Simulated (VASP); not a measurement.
All values below come from PBE GGA, VASP's PBE PAW potentials (set 64) (plane waves; VASP 6.6.1).

The input files of a VASP run:

POSCAR:
```
GdN
1
    0.0000000000     2.4784340000     2.5299830000
    2.5289030000     0.0000000000     2.5299830000
    2.5289030000     2.4784340000     0.0000000000
Gd N
1 1
Direct
  0.0000000000   0.0000000000   0.0000000000
  0.4885390000   0.5114610000   0.5114610000
```

### KPOINTS
```
Automatic mesh
0
Gamma
8 8 8
0 0 0
```

INCAR:
```
! general
SYSTEM =GdN
PREC   =Accurate
ENCUT  =520
LREAL  =.False.
LASPH  =.False.

! electronic loop
EDIFF  =1E-6
NELM   =100
ALGO   =Normal
LMAXMIX=6

! smearing
ISMEAR =0
SIGMA  =0.05

! functional
GGA    =PE

! ions
ISIF   =2

! output
LWAVE  =.False.
LCHARG =.False.
```

POTCAR, in this order: Gd_3 N (PBE.64 set). Program: vasp_std.

The run wrote:

File OSZICAR:
```
       N       E                     dE             d eps       ncg     rms          rms(c)
DAV:   1     0.440844574425E+02    0.44084E+02   -0.67760E+03  2090   0.117E+03
DAV:   2    -0.155457426085E+02   -0.59630E+02   -0.55764E+02  2887   0.235E+02
DAV:   3    -0.184321642677E+02   -0.28864E+01   -0.28194E+01  2755   0.420E+01
DAV:   4    -0.184742756721E+02   -0.42111E-01   -0.42040E-01  2639   0.460E+00
DAV:   5    -0.184749950901E+02   -0.71942E-03   -0.71929E-03  2813   0.500E-01    0.256E+01
DAV:   6    -0.163640879857E+02    0.21109E+01   -0.19450E+01  2432   0.263E+01    0.237E+01
DAV:   7    -0.161512034183E+02    0.21288E+00   -0.15268E+00  2434   0.803E+00    0.164E+01
DAV:   8    -0.161534943687E+02   -0.22910E-02   -0.13690E-01  2297   0.386E+00    0.599E+00
DAV:   9    -0.161479463601E+02    0.55480E-02   -0.17892E-02  2545   0.112E+00    0.571E-01
DAV:  10    -0.161482280866E+02   -0.28173E-03   -0.60329E-04  2956   0.230E-01    0.437E-01
DAV:  11    -0.161482117436E+02    0.16343E-04   -0.15579E-04  2628   0.940E-02    0.168E-02
DAV:  12    -0.161482128005E+02   -0.10569E-05   -0.86345E-06  2713   0.255E-02    0.146E-02
DAV:  13    -0.161482125287E+02    0.27177E-06   -0.24566E-06  2242   0.103E-02
   1 F= -.16148213E+02 E0= -.16148158E+02  d E =-.109884E-03
```

**OUTCAR**
```
------------------------ aborting loop because EDIFF is reached ----------------------------------------
  FORCE on cell =-STRESS in cart. coord.  units (eV):
  Direction    XX          YY          ZZ          XY          YZ          ZX
  --------------------------------------------------------------------------------------
  Total       -0.9255934     -0.1951967     -1.0554757      0.0000000      0.0000000      0.0000000
  in kB      -46.7599118     -9.8611138    -53.3214195      0.0000000      0.0000000      0.0000000
  external PRESSURE =     -36.6474817 kB  Pullay stress =       0.0000000 kB
  volume of cell :       31.71
      direct lattice vectors                 reciprocal lattice vectors
     0.000000000  2.478434000  2.529983000    -0.197714187  0.201740292  0.197629786
     2.528903000  0.000000000  2.529983000     0.197714187 -0.201740292  0.197629786
     2.528903000  2.478434000  0.000000000     0.197714187  0.201740292 -0.197629786
 POSITION                                       TOTAL-FORCE (eV/Angst)
 -----------------------------------------------------------------------------------
      0.00000      0.00000      0.00000        -0.025202      0.000000      0.000000
      2.58687      2.47843      2.52998         0.025202      0.000000      0.000000
 -----------------------------------------------------------------------------------
    total drift:                               -0.000020      0.000000      0.000000
  FREE ENERGIE OF THE ION-ELECTRON SYSTEM (eV)
  ---------------------------------------------------
  free  energy   TOTEN  =       -16.1482125287 eV

  energy  without entropy=      -16.1481026448  energy(sigma->0) =      -16.14815759
```
(Selected blocks of OUTCAR.)

The 4f electrons are frozen in the core of the lanthanide potential, so 4f levels, which can set the real gap, and their magnetism are missing.

The compound is GdN in the rock salt structure. The cell was not relaxed at this level, atoms are displaced from their ideal sites. The run is one of a series of settings (LASPH = .FALSE. against the base run), some of them coarse on purpose.
